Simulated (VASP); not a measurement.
Output of a VASP run:

**OUTCAR**
```
 ion  position               nearest neighbor table
   1  0.000  0.000  0.000-   3 3.00   3 3.00   3 3.00   2 3.00   3 3.00   2 3.00   2 3.00   2 3.00
  LATTYP: Found a face centered cubic cell.
 ALAT       =     6.9202128732
 Subroutine PRICEL returns:
 Original cell was already a primitive cell.
 Subroutine GETGRP returns: Found 48 space group operations
The static configuration has the point symmetry O_h .
The dynamic configuration has the point symmetry O_h .
 Subroutine INISYM returns: Found 48 space group operations
 Subroutine IBZKPT returns following result:
 Found     16 irreducible k-points:

 Following reciprocal coordinates:
            Coordinates               Weight
  0.000000  0.000000  0.000000      1.000000
  0.166667  0.000000  0.000000      8.000000
  0.333333  0.000000  0.000000      8.000000
  0.500000  0.000000  0.000000      4.000000
  0.166667  0.166667  0.000000      6.000000
  0.333333  0.166667  0.000000     24.000000
  0.500000  0.166667  0.000000     24.000000
 -0.333333  0.166667  0.000000     24.000000
 -0.166667  0.166667  0.000000     12.000000
  0.333333  0.333333  0.000000      6.000000
  0.500000  0.333333  0.000000     24.000000
 -0.333333  0.333333  0.000000     12.000000
  0.500000  0.500000  0.000000      3.000000
  0.500000  0.333333  0.166667     24.000000
 -0.333333  0.333333  0.166667     24.000000
 -0.333333  0.500000  0.166667     12.000000
   k-points           NKPTS =     16   k-points in BZ     NKDIM =     16   number of bands    NBANDS=     16
   number of dos      NEDOS =    301   number of ions     NIONS =      3
   total plane-waves  NPLWV =  46656
   dimension x,y,z NGX =    36 NGY =   36 NGZ =   36
   dimension x,y,z NGXF=    72 NGYF=   72 NGZF=   72
   ions per type =               1   2
   PREC   = accura    normal or accurate (medium, high low for compatibility)
   ISTART =      0    job   : 0-new  1-cont  2-samecut
   ICHARG =      2    charge: 1-file 2-atom 10-const
   ISPIN  =      1    spin polarized calculation?
   LNONCOLLINEAR =      F non collinear calculations
   LSORBIT =      F    spin-orbit coupling
   INIWAV =      1    electr: 0-lowe 1-rand  2-diag
   ENCUT  =  500.0 eV  36.75 Ry    6.06 a.u.   8.92  8.92  8.92*2*pi/ulx,y,z
   NELM   =    100;   NELMIN=  2; NELMDL= -5     # of ELM steps
   EDIFF  = 0.1E-05   stopping-criterion for ELM
   LREAL  =      F    real-space projection
   NLSPLINE    = F    spline interpolate recip. space projectors
   LMAXMIX     =    4 max onsite mixed and CHGCAR
   VOSKOWN=      0    Vosko Wilk Nusair interpolation
   EDIFFG = -.2E-01   stopping-criterion for IOM
   NSW    =     40    number of steps for IOM
   NBLOCK =      1;   KBLOCK =     40    inner block; outer block
   IBRION =      2    ionic relax: 0-MD 1-quasi-New 2-CG
   NFREE  =      1    steps in history (QN), initial steepest desc. (CG)
   ISIF   =      3    stress and relaxation
   ISYM   =      2    0-nonsym 1-usesym 2-fastsym
   TEIN   =    0.0    initial temperature
   TEBEG  =    0.0;   TEEND  =   0.0 temperature during run
   SMASS  =  -3.00    Nose mass-parameter (am)
   PSTRESS=    0.0 pullay stress
   NELECT =      24.0000    total number of electrons
   EFERMI =   0.00;   METHOD = LEGACY
   ISMEAR =     0;   SIGMA  =   0.05  broadening in eV -4-tet -1-fermi 0-gaus
   IALGO  =     38    algorithm
   LDIAG  =      T    sub-space diagonalisation (order eigenvalues)
   IMIX   =      4    mixing-type and parameters
     AMIX     =   0.40;   BMIX     =  1.00
     AMIX_MAG =   1.60;   BMIX_MAG =  1.00
     AMIN     =   0.10
   GGA     = PS    functional components
   VOSKOWN =     0    Vosko Wilk Nusair interpolation
   LHFCALC =     F    Hartree Fock is set to
   LHFONE  =     F    Hartree Fock one center treatment
   AEXX    =    0.0000 exact exchange contribution
   IVDW    =     0    specifies the selected vdW correction
   LEPSILON=     F    determine dielectric tensor
   LRPA    =     F    only Hartree local field effects (RPA)
  energy-cutoff  :      500.00
...
```

File OSZICAR:
```
       N       E                     dE             d eps       ncg     rms          rms(c)
DAV:   1     0.145607466778E+03    0.14561E+03   -0.11409E+04   512   0.130E+03
DAV:   2    -0.472248690046E+01   -0.15033E+03   -0.14703E+03   696   0.243E+02
DAV:   3    -0.132378305774E+02   -0.85153E+01   -0.85073E+01   680   0.633E+01
DAV:   4    -0.135601436177E+02   -0.32231E+00   -0.32224E+00   936   0.101E+01
DAV:   5    -0.135612819832E+02   -0.11384E-02   -0.11384E-02   680   0.643E-01    0.148E+01
DAV:   6    -0.133346416445E+02    0.22664E+00   -0.57506E-01   672   0.441E+00    0.934E+00
DAV:   7    -0.133390479209E+02   -0.44063E-02   -0.36014E-01   768   0.390E+00    0.148E+00
DAV:   8    -0.133395761944E+02   -0.52827E-03   -0.54003E-02   672   0.136E+00    0.284E-01
DAV:   9    -0.133411870124E+02   -0.16108E-02   -0.17298E-03   704   0.273E-01    0.108E-01
DAV:  10    -0.133424317622E+02   -0.12447E-02   -0.11454E-03   624   0.193E-01    0.331E-02
DAV:  11    -0.133425405180E+02   -0.10876E-03   -0.13784E-04   736   0.600E-02    0.330E-02
DAV:  12    -0.133425535380E+02   -0.13020E-04   -0.21501E-05   672   0.243E-02    0.735E-03
DAV:  13    -0.133425562910E+02   -0.27529E-05   -0.48018E-06   664   0.120E-02    0.377E-03
DAV:  14    -0.133425564660E+02   -0.17507E-06   -0.63930E-07   552   0.464E-03
   1 F= -.13342556E+02 E0= -.13342556E+02  d E =-.133426E+02
```

File OUTCAR:
```
------------------------ aborting loop because EDIFF is reached ----------------------------------------
  FORCE on cell =-STRESS in cart. coord.  units (eV):
  Direction    XX          YY          ZZ          XY          YZ          ZX
  --------------------------------------------------------------------------------------
  Total       -0.0403385     -0.0403385     -0.0403385     -0.0000000      0.0000000      0.0000000
  in kB       -0.7800666     -0.7800666     -0.7800666     -0.0000000      0.0000000      0.0000000
  external PRESSURE =      -0.7800666 kB  Pullay stress =       0.0000000 kB
  volume of cell :       82.85
      direct lattice vectors                 reciprocal lattice vectors
     0.000000000  3.460106437  3.460106437    -0.144504225  0.144504225  0.144504225
     3.460106437  0.000000000  3.460106437     0.144504225 -0.144504225  0.144504225
     3.460106437  3.460106437  0.000000000     0.144504225  0.144504225 -0.144504225
 POSITION                                       TOTAL-FORCE (eV/Angst)
 -----------------------------------------------------------------------------------
      0.00000      0.00000      0.00000         0.000000      0.000000      0.000000
      1.73005      1.73005      1.73005         0.000000      0.000000     -0.000000
      5.19016      5.19016      5.19016        -0.000000     -0.000000      0.000000
 -----------------------------------------------------------------------------------
    total drift:                                0.000000      0.000000      0.000000
  FREE ENERGIE OF THE ION-ELECTRON SYSTEM (eV)
  ---------------------------------------------------
  free  energy   TOTEN  =       -13.3425564660 eV

  energy  without entropy=      -13.3425564660  energy(sigma->0) =      -13.34255647

 reached required accuracy - stopping structural energy minimisation
```
(Selected blocks of OUTCAR.)

### POSCAR
```
SrCl2
1
    0.0000000000     3.4601064366     3.4601064366
    3.4601064366     0.0000000000     3.4601064366
    3.4601064366     3.4601064366     0.0000000000
Sr Cl
1 2
Direct
  0.0000000000   0.0000000000   0.0000000000
  0.2500000000   0.2500000000   0.2500000000
  0.7500000000   0.7500000000   0.7500000000
```

### Question
Reconstruct the remaining input files.

### Answer
This is not unique; one that fits is the input of the run itself, PBEsol GGA, plane waves, VASP's PBE PAW potentials (set 64).

**KPOINTS**
```
Automatic mesh
0
Gamma
6 6 6
0 0 0
```

**INCAR**
```
! general
SYSTEM =SrCl2
PREC   =Accurate
ENCUT  =500
LREAL  =.FALSE.   ! projection in real space or not
LASPH  =.TRUE.   ! aspherical one-centre terms

! electronic loop
EDIFF  =1E-6
NELM   =100   ! most electronic steps
ALGO   =Normal   ! blocked Davidson
LMAXMIX=4

! smearing
ISMEAR =0
SIGMA  =0.05   ! width (eV)

! functional
GGA    =PS   ! PBEsol

! ions
IBRION =2   ! conjugate gradients
NSW    =40   ! most ionic steps
ISIF   =3
EDIFFG =-0.02   ! ionic stop

! output
LWAVE  =.FALSE.
LCHARG =.FALSE.
```

POTCAR, in this order: Sr_sv Cl (PBE.64 set). Program: vasp_std.

The compound is SrCl2 in the fluorite structure. It was relaxed first.
